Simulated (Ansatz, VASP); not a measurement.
Two plane-wave programs on BaC5

```
Ba C
1.0
     5.13980    0.00000    0.00000
    -2.56990    4.45119    0.00000
     0.00000    0.00000    2.75166
Ba C
1 5
Cartesian
  0.0000 0.0000 0.0000
  2.5699 0.0000 0.0000
  -1.2849 2.2256 0.0000
  1.2849 2.2256 0.0000
  0.0000 2.9675 1.3758
  2.5699 1.4837 1.3758
```

Alike in both runs: functional PBE; k mesh 9 × 9 × 14; occupations gaussian, width 0.1 eV; no spin polarisation.

Ansatz relaxed the structure, and its values are those at the end. VASP's run is a single point on that final structure, the one shown.

|  | VASP | Ansatz |
| --- | --- | --- |
| version | VASP 6.6.1 | Ansatz 0.2.0 |
| potentials or method | VASP PAW PBE potentials, release 64 (Ba_sv, C) | scalar-relativistic, plane waves, PAW |
| plane-wave cutoff (eV) | 520 | 420 |
| valence electrons in the cell | 30 | 30 |

|  | VASP | Ansatz | Ansatz less VASP |
| --- | --- | --- | --- |
| gap on the k mesh at the Fermi level (eV) | none | none | - |
| pressure (GPa) | 3.9 | 0.0 | -3.96 |

A gap of «none» marks a metal or a gap that the smearing closes. One of these differences is far larger than is usual between the two programs; its cause wasn't traced. With one functional, cell and mesh, what is left measures potentials, basis and numerics.

The runs have no spin-orbit coupling, so splittings on Ba are missing.
